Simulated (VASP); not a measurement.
# Ir: a series in biaxial strain in the (001) plane

Wanted: the elastic response of Ir to biaxial strain in the (001) plane, with a fit that predicts a row left out.

Program: VASP 6.6.1. Level of theory: r2SCAN; plane waves and PAW (Ir), in the first sound run; inputs show where later runs differ. Results are calculated unless marked as measured.

## (1) Set-up

The structure is cubic, space group Fm-3m (No. 225). Conventional cell: a = 3.840 Å, b = 3.840 Å, c = 3.840 Å, α = 90.00°, β = 90.00°, γ = 90.00°. Ir has 12 Ir at 2.72 Å nearest.

## (2) Relax the crystal, r2SCAN

The series starts from the cell that this level prefers, so that zero strain is near zero stress.

Level: r2SCAN; plane waves and PAW (Ir).

Contents of INCAR:

```
SYSTEM = Ir
PREC = Accurate
ENCUT = 450
EDIFF = 1E-07
NELM = 120
ISMEAR = 1
SIGMA = 0.15
LREAL = .FALSE.
ALGO = Normal
METAGGA = R2SCAN
LASPH = .TRUE.
NBANDS = 10
LORBIT = 11
LWAVE = .FALSE.
LCHARG = .FALSE.
KPAR = 8
IBRION = 2
NSW = 40
ISIF = 3
EDIFFG = -0.005
POTIM = 0.4
```

Contents of POSCAR:

```
Ir
1.0
    0.0000000000      1.9200000000      1.9200000000
    1.9200000000      0.0000000000      1.9200000000
    1.9200000000      1.9200000000      0.0000000000
Ir
1
Direct
    0.0000000000      0.0000000000      0.0000000000
```

Contents of KPOINTS:

```
Automatic mesh
0
Gamma
26 26 26
0 0 0
```

Potentials, in the order of the species: Ir (PBE family, release 64).

Launch:

```
> mpirun -np 8 vasp_std
```

What it wrote:

```text
[banner, memory and clock lines left out]
running    8 mpi-ranks, on    1 nodes
[...]
|                                                                             |
|           W    W    AA    RRRRR   N    N  II  N    N   GGGG   !!!           |
|           W    W   A  A   R    R  NN   N  II  NN   N  G    G  !!!           |
|           W    W  A    A  R    R  N N  N  II  N N  N  G       !!!           |
|           W WW W  AAAAAA  RRRRR   N  N N  II  N  N N  G  GGG   !            |
|           WW  WW  A    A  R   R   N   NN  II  N   NN  G    G                |
|           W    W  A    A  R    R  N    N  II  N    N   GGGG   !!!           |
|                                                                             |
|     For optimal performance we recommend to set                             |
|       NCORE = 2 up to number-of-cores-per-socket                            |
|     NCORE specifies how many cores store one orbital (NPAR=cpu/NCORE).      |
|     This setting can greatly improve the performance of VASP for DFT.       |
[...]
2 F= -.52355403E+02 E0= -.52355559E+02  d E =0.115459E-01
 trial-energy change:    0.011546  1 .order    0.011046   -0.012473    0.034564
 step:   0.2531(harm=  0.2652)  dis= 0.00000  next Energy=   -52.368519 (dE=-0.157E-02)
[...]
N       E                     dE             d eps       ncg     rms          rms(c)
DAV:   1    -0.524026168496E+02   -0.47214E-01   -0.12806E+00 11170   0.161E+01    0.172E+00
DAV:   2    -0.523717207244E+02    0.30896E-01   -0.76234E-02 11270   0.323E+00    0.533E-01
DAV:   3    -0.523684868071E+02    0.32339E-02   -0.12359E-02 11808   0.124E+00    0.201E-01
DAV:   4    -0.523684659785E+02    0.20829E-04   -0.25465E-04 15380   0.114E-01    0.906E-02
DAV:   5    -0.523684855464E+02   -0.19568E-04   -0.70094E-05 13362   0.733E-02    0.808E-03
DAV:   6    -0.523684866956E+02   -0.11493E-05   -0.25132E-06 11884   0.128E-02    0.209E-03
DAV:   7    -0.523684861859E+02    0.50976E-06   -0.24090E-07 10136   0.478E-03    0.633E-04
DAV:   8    -0.523684864591E+02   -0.27324E-06   -0.11464E-08  5198   0.105E-03    0.355E-04
DAV:   9    -0.523684863707E+02    0.88438E-07   -0.19766E-09  5156   0.378E-04
   3 F= -.52368486E+02 E0= -.52368596E+02  d E =-.153732E-02
[...]
reached required accuracy - stopping structural energy minimisation
```

Wall time 2 min (8 MPI ranks of AMD EPYC 7R43, shared host); peak memory 1.2 GiB; 15 min of CPU time.

Lines that name or quote the potential files are left out of all logs, and their timing lines are given in words.

From OUTCAR (step 2):

```text
  Total       -0.0011399     -0.0011399     -0.0011399      0.0000000     -0.0000000      0.0000000
  in kB       -0.1277787     -0.1277787     -0.1277787      0.0000000     -0.0000000      0.0000000
  external PRESSURE =      -0.1277787 kB  Pullay stress =       0.0000000 kB

 POSITION                                       TOTAL-FORCE (eV/Angst)
 -----------------------------------------------------------------------------------
      0.00000      0.00000      0.00000        -0.000000      0.000000      0.000000
 -----------------------------------------------------------------------------------
    total drift:                               -0.000000     -0.000000     -0.000000

  FREE ENERGIE OF THE ION-ELECTRON SYSTEM (eV)
  ---------------------------------------------------
  free  energy   TOTEN  =       -52.3684863707 eV

  energy  without entropy=      -52.3688159230  energy(sigma->0) =      -52.36859622

 reached required accuracy - stopping structural energy minimisation

[... 3 further parts left out ...]
[key lines of the parts left out:]
E-fermi :   9.9803
```

Numbers from this step:

- energy(sigma→0) of the program: -52.3686 eV
- stress, compression positive: xx, yy, zz -0.01, -0.01, -0.01 GPa
- volume: 14.292 Å³
- ionic steps: 3

## (3) Strain along the normal, r2SCAN

One member in full: the plane is strained by -2 %, and the strain along the normal is moved by secant steps until the normal stress is under 0.012 GPa or five steps are spent; the atoms relax at each step.

This step took 4 runs, each at a new trial strain with the atoms of the one before; the last is shown.

Level: r2SCAN; plane waves and PAW (Ir).

Edit INCAR of step 2 so:

```diff
@@ -15,7 +15,7 @@
 LCHARG = .FALSE.
-KPAR = 8
-IBRION = 2
-NSW = 40
-ISIF = 3
-EDIFFG = -0.005
-POTIM = 0.4
+KPAR = 2
+IBRION = 1
+NSW = 25
+ISIF = 2
+EDIFFG = -0.004
+POTIM = 0.3
```

Contents of POSCAR:

```
Ir
1.0
    0.0000000000      1.8876325680      1.9575205930
    1.8876325680      0.0000000000      1.9575205930
    1.8876325680      1.8876325680      0.0000000000
Ir
1
Direct
    0.0000000000      0.0000000000      0.0000000000
```

KPOINTS is that of step 2.

Launch:

```
> mpirun -np 2 vasp_std
```

What it wrote:

```text
[banner, memory and clock lines left out]
running    2 mpi-ranks, on    1 nodes
[...]
[... a notice as in an earlier step ...]

 LDA part: xc-table for (None), standard interpolation
 POSCAR, INCAR and KPOINTS ok, starting setup
[...]
entering main loop
       N       E                     dE             d eps       ncg     rms          rms(c)
DAV:   1    -0.758662452250E-01   -0.75866E-01   -0.41582E+03 27066   0.755E+02
DAV:   2    -0.537919391391E+02   -0.53716E+02   -0.50925E+02 27470   0.193E+02
DAV:   3    -0.546229748661E+02   -0.83104E+00   -0.82844E+00 30836   0.290E+01
DAV:   4    -0.546313514341E+02   -0.83766E-02   -0.83751E-02 30642   0.273E+00
[...]
DAV:  11    -0.523422808307E+02   -0.36298E-05   -0.11936E-05 29650   0.287E-02    0.149E-02
DAV:  12    -0.523422787130E+02    0.21176E-05   -0.19731E-06 30006   0.172E-02    0.147E-03
DAV:  13    -0.523422787865E+02   -0.73473E-07   -0.84106E-08 21718   0.315E-03
   1 F= -.52342279E+02 E0= -.52342388E+02  d E =-.523423E+02
 BRION: g(F)=  0.457E-63 g(S)=  0.000E+00
 reached required accuracy - stopping structural energy minimisation
```

Run time: 6 min. Hardware: 2 MPI ranks; peak memory 0.44 GiB; 12 min of CPU time.

OUTCAR, selected parts (step 3):

```text
  Total        1.3174876      1.3174876     -0.0006679      0.0000000     -0.0000000      0.0000000
  in kB      151.3163547    151.3163547     -0.0767051      0.0000000     -0.0000000      0.0000000
  external PRESSURE =     100.8520015 kB  Pullay stress =       0.0000000 kB

 POSITION                                       TOTAL-FORCE (eV/Angst)
 -----------------------------------------------------------------------------------
      0.00000      0.00000      0.00000        -0.000000      0.000000     -0.000000
 -----------------------------------------------------------------------------------
    total drift:                               -0.000000     -0.000000     -0.000000

  FREE ENERGIE OF THE ION-ELECTRON SYSTEM (eV)
  ---------------------------------------------------
  free  energy   TOTEN  =       -52.3422787865 eV

  energy  without entropy=      -52.3426058192  energy(sigma->0) =      -52.34238780

[... 1 part as in an earlier step ...]

[... 3 further parts left out ...]
[key lines of the parts left out:]
E-fermi :  10.4054
```

Read from the output:

| Property | Result |
| --- | --- |
| energy(sigma→0) of the program | -52.3424 eV |
| stress, compression positive | xx, yy, zz 15.13, 15.13, -0.01 GPa |
| ionic steps | 1 |

## (4) The whole series

The other members went through these steps as far as the tables show, with the same cutoff and, step by step, the same mesh; 34 runs are not shown. The session took 8.0 core hours (wall time by ranks) on a shared machine.

```
in-plane strain (%)  strain along the normal (%)  in-plane stress, tension positive (GPa)  energy above the unstrained row, extrapolated to no smearing (meV/atom)
             -2.000                        1.628                                  -15.132                                                                   26.286
             -1.500                        1.204                                  -11.120                                                                   14.624
             -1.000                        0.792                                   -7.256                                                                    6.425
             -0.500                        0.392                                   -3.538                                                                    1.598
                  0                       -0.002                                    0.008                                                                    0.000
              0.500                       -0.391                                        ?                                                                        ?
              1.000                       -0.779                                    6.565                                                                    5.894
              1.500                       -1.167                                    9.565                                                                   13.086
              2.000                       -1.556                                   12.391                                                                   22.888
```

## (5) Stress from the known rows

Fitting a parabola to the 8 known rows (e: strain in %) gives stress = − 0.3429 e² + 6.889 e − 0.001740 in GPa; the residuals are 0.015 GPa r.m.s.

At e = 0.5 this predicts 3.357 GPa.

## (6) The withheld row

The calculation gives 3.378 GPa, so the prediction is 0.021 GPa too low, within twice the residual of the fit.

Slopes at zero strain, from cubics through all rows: strain ratio -0.782, stress over strain 692 GPa.

## (7) Results

| Quantity | Value |
| --- | --- |
| error of the predicted stress | -0.021 GPa |
| ratio of normal to in-plane strain | -0.782 |
| biaxial modulus | 692 GPa |

In words: As a check, the curvature of the energy gives 692 GPa for the same modulus (energy per volume = M × strain²), 0 % from the slope of the stress. These are static values: temperature and zero-point motion are left out. In a metal the slopes also depend on mesh and smearing, which were held through the series.

[Lines on the potential files, build, host, timing and source positions are cut from VASP's logs without a mark.]

[Logs are printed without paths, hosts, clocks, repeated set-up lines and the standing remarks that a program may print on its own settings, such as how far it seeks lower states.]

[Hosts, paths, dates, database ids (printed as entryN), source tags and the programs' standing remarks are cut or masked in the printed files.]

[In band tables of VASP the shares of atoms and orbitals are scaled to a sum of 1 inside the atoms' spheres.]
